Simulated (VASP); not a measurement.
Given:

```
Al3Sc
1.0
    4.08367     0.00000     0.00000
    0.00000     4.08367     0.00000
    0.00000     0.00000     4.08367
Sc Al
1 3
Direct
  0.00000   0.00000   0.00000
  0.00000   0.50000   0.50000
  0.50000   0.00000   0.50000
  0.50000   0.50000   0.00000
```

The numbers are results of SCAN meta-GGA, VASP's PBE PAW potentials (set 64) (plane waves; VASP), not measurements. Settings: 520 eV cut-off, 8×8×8 Γ-centred mesh, first-order Methfessel-Paxton smearing of 0.10 eV, potentials Sc_sv Al.

Question: Give the energy at these volumes per atom, relative to the lowest: 16.01, 16.52, 17.03, 17.54, 18.05 Å³.

Answer: 19.6, 4.9, 0.0, 4.7, 16.6 meV/atom. A third-order Birch-Murnaghan fit gives B0 = 93.3 GPa and B0′ = 4.0.

Measured: a 4.103 Å (computed value off by -0.5 %), as given by A Combined Experimental and First-Principles Based Assessment of Finite-Temperature Thermodynamic Properties of …. The calculation is for a static lattice, while the measured a holds thermal and zero-point effects, which are part of the difference.

The compound is Al3Sc in the L1_2 structure. It was relaxed first.
